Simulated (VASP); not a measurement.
The input files of a VASP run:

POSCAR:
```
Tm
1
    1.8054000000    -3.1270450000     0.0000000000
    1.8054000000     3.1270450000     0.0000000000
    0.0000000000     0.0000000000     5.6610000000
Tm
2
Direct
  0.3333330000   0.6666670000   0.2500000000
  0.6666670000   0.3333330000   0.7500000000
```

**KPOINTS**
```
Automatic mesh
0
Gamma
9 9 5
0 0 0
```

INCAR:
```
SYSTEM = Tm
PREC = Accurate
ENCUT = 400
EDIFF = 1E-6
NELM = 100
ALGO = Normal
LREAL = .FALSE.
LASPH = .TRUE.
ISMEAR = 1
SIGMA = 0.1
GGA = PE
LMAXMIX = 6
LWAVE = .FALSE.
LCHARG = .FALSE.
ISIF = 2
LSORBIT = .TRUE.
MAGMOM = 0 0 0 0 0 0
GGA_COMPAT = .FALSE.
```

POTCAR, in this order: Tm_3 (PBE.64 set). Program: vasp_std.

Output of the run:

**standard output**
```
 POSCAR found type information on POSCAR Tm
 POSCAR found :  1 types and       2 ions
 Reading from existing POTCAR

 -----------------------------------------------------------------------------
|                                                                             |
|     EEEEEEE  RRRRRR   RRRRRR   OOOOOOO  RRRRRR      ###     ###     ###     |
|     E        R     R  R     R  O     O  R     R     ###     ###     ###     |
|     E        R     R  R     R  O     O  R     R     ###     ###     ###     |
|     EEEEE    RRRRRR   RRRRRR   O     O  RRRRRR       #       #       #      |
|     E        R   R    R   R    O     O  R   R                               |
|     E        R    R   R    R   O     O  R    R      ###     ###     ###     |
|     EEEEEEE  R     R  R     R  OOOOOOO  R     R     ###     ###     ###     |
|                                                                             |
|     ERROR: Noncollinear calculations require that VASP is compiled          |
|     without the flag -DNGXhalf and-DNGZhalf.                                |
|     You probably tried to run a noncollinear calculation                    |
|     (LNONCOLLINEAR=T) with the executable vasp_std. Use vasp_ncl            |
|     instead!                                                                |
|                                                                             |
|       ---->  I REFUSE TO CONTINUE WITH THIS SICK JOB ... BYE!!! <----       |
|                                                                             |
 -----------------------------------------------------------------------------
```

Problem. Read input and log: which fault does this run have?
A) LSORBIT needs the non-collinear program vasp_ncl
B) MAGMOM holds more values than there are atoms
C) one atom is typed twice, on or next to the same site
D) fractional coordinates stand under the word Cartesian

Solution. A, LSORBIT needs the non-collinear program vasp_ncl. VASP stops with an error: ERROR: Noncollinear calculations require that VASP is compiled without the flag -DNGXhalf and-DNGZhalf. You probably tried to run a noncollinear calculation (LNONCOLLINEAR=T) with the executable vasp_std. Use vasp_ncl instead! ----> I REFUSE TO CONTINUE WITH THIS SICK JOB ... BYE!!! <----

To mend it, run vasp_ncl.

The mended run (PBE GGA with spin-orbit coupling, plane waves, VASP's PBE PAW potentials (set 64)) converges, and its OSZICAR ends with
```
   1 F= -.95144605E+01 E0= -.95141074E+01  d E =-.105938E-02  mag=    -0.0000     0.0000     0.0000
```

The compound is Tm in the hcp structure. The cell was not relaxed at this level. The 4f electrons are frozen in the core of the lanthanide potential, so 4f levels, which can set the real gap, and their magnetism are missing.
